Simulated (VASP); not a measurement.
Data:

```
CELL_PARAMETERS angstrom
     -2.83621     2.83621     2.83621
      2.83621    -2.83621     2.83621
      2.83621     2.83621    -2.83621
ATOMIC_POSITIONS crystal
  Rb 0.00000 0.00000 0.00000
```

These are PBE GGA, VASP's PBE PAW potentials (set 64) (plane waves; VASP) values and carry that method's errors. Settings: 480 eV cut-off, 8×8×8 Γ-centred mesh, first-order Methfessel-Paxton smearing of 0.10 eV, potentials Rb_sv.

Energy and stress use the plane-wave basis of the starting cell.

**Question.** The ions, cell shape and volume at an external pressure of 1.0 GPa are relaxed. Give the cell that the relaxation ends in.

**Answer.** 
```
CELL_PARAMETERS angstrom
     -2.62693     2.62693     2.62693
      2.62693    -2.62693     2.62693
      2.62693     2.62693    -2.62693
ATOMIC_POSITIONS crystal
  Rb 0.00000 0.00000 0.00000
```
Space group Im-3m (229), at a tolerance of 0.03 Å.

**Question.** How do energy and volume change from the first to the last step?

**Answer.** The energy (σ→0) changes by +49.0 meV/atom and the volume by -20.5 %, in 5 ionic steps.

| step | E(σ→0) (eV) | max force (eV/Å) | pressure (GPa) | volume (Å³) |
|---|---|---|---|---|
| 1 | -0.9290 | 0.000 | 0.00 | 91.26 |
| 2 | -0.9231 | 0.000 | 0.28 | 83.95 |
| 3 | -0.8960 | 0.000 | 0.77 | 75.39 |
| 4 | -0.8779 | 0.000 | 1.03 | 72.16 |
| 5 | -0.8801 | 0.000 | 1.00 | 72.51 |

The compound is Rb in the bcc structure. This run relaxes it under an external pressure of 1 GPa. Symmetry was kept, so distortions that lower it aren't found.
